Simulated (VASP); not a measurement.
A convergence study with VASP on AlP (zinc blende): one setting is varied, all else stays as given below, so the limit is that of these other settings. Each run relaxes cell and ions; the cell shown is the tightest run's result.

```xyz
2
Lattice="0.0000 2.7528 2.7528 2.7528 0.0000 2.7528 2.7528 2.7528 0.0000" Properties=species:S:1:pos:R:3 pbc="T T T"
Al     0.0000     0.0000     0.0000
P      1.3764     1.3764     1.3764
```

The numbers are results of PBE GGA, VASP's PBE PAW potentials (set 64) (plane waves; VASP), not measurements. The tightest run used: 550 eV cut-off, 12×12×12 Γ-centred mesh, Gaussian smearing of 0.050 eV, potentials Al P.

The reference is 12×12×12 mesh, which took about 30 core-seconds. Costs are core time on shared hosts, one run each; read them as rough ratios.

Question: Of the settings 2×2×2 mesh; 3×3×3 mesh; 4×4×4 mesh; 5×5×5 mesh; 6×6×6 mesh; 7×7×7 mesh; 8×8×8 mesh; 9×9×9 mesh; 10×10×10 mesh; 11×11×11 mesh; 12×12×12 mesh, which is the lowest that keeps the difference from the reference in relaxed volume (Å³/atom) within 0.05 from there on, and what does it cost?

Answer: 5×5×5 mesh; its cost over the reference is about 1/4.
```csv
setting,difference in relaxed volume (Å³/atom),cost over the reference
2×2×2 mesh,1.412,about 1/4
3×3×3 mesh,0.325,about 1/5
4×4×4 mesh,0.092,about 1/4
5×5×5 mesh,0.028,about 1/4
6×6×6 mesh,0.009,about 1/2
7×7×7 mesh,0.003,within a factor of 2
8×8×8 mesh,0.001,about 1/2
9×9×9 mesh,0.000,within a factor of 2
10×10×10 mesh,0.000,within a factor of 2
11×11×11 mesh,0.000,within a factor of 2
12×12×12 mesh,0.000,reference
```

Left out are rungs that failed or repeat a setting and relaxations that didn't move; long series are thinned to 24 rows.

The compound is AlP in the zinc blende structure.
